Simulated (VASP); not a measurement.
A convergence study with VASP on BaO₂ (space group I4/mmm): one setting is varied, all else stays as given below, so the limit is that of these other settings. Each run relaxes cell and ions from the cell shown. The basis is that of the starting cell, so low cut-offs carry a Pulay error.

```
CELL_PARAMETERS angstrom
     -1.91536     1.91536     3.44255
      1.91536    -1.91536     3.44255
      1.91536     1.91536    -3.44255
ATOMIC_POSITIONS crystal
  Ba 0.00000 0.00000 0.00000
  O  0.39166 0.39166 0.00000
  O  0.60834 0.60834 0.00000
```

The numbers are results of PBEsol GGA, VASP's PBE PAW potentials (set 64) (plane waves; VASP), not measurements. The tightest run used: 800 eV cut-off, 7×7×7 Γ-centred mesh, Gaussian smearing of 0.050 eV, potentials Ba_sv O.

Unless said otherwise, spin-orbit coupling is left out, though it shifts the bands of the heavy elements here. Gaps are read on the run's mesh, which can miss a band edge.

```tsv
setting	relaxed volume (Å³/atom)	E (eV/atom)	gap on the mesh (eV)	plane waves
ENCUT = 250	12.742	-7.2952	1.981	461
ENCUT = 300	14.115	-6.4872	2.087	612
ENCUT = 350	15.170	-6.1981	2.077	763
ENCUT = 400	15.907	-6.1247	2.080	938
ENCUT = 450	16.303	-6.1059	2.076	1113
```

Task: These are the cheaper rows. Estimate the results at ENCUT = 800, and how far the last row shown lies from them.

Result: 
```tsv
quantity	tightest run	last row shown is off by
relaxed volume (Å³/atom)	16.464	-0.161
E (eV/atom)	-6.1054	-0.0005
gap on the mesh (eV)	2.069	0.007
```

Left out are rungs that failed or repeat a setting and relaxations that didn't move; long series are thinned to 24 rows.

The structure comes from a computed database's BaO2 entry (I4/mmm); how it stands against other phases isn't given here.
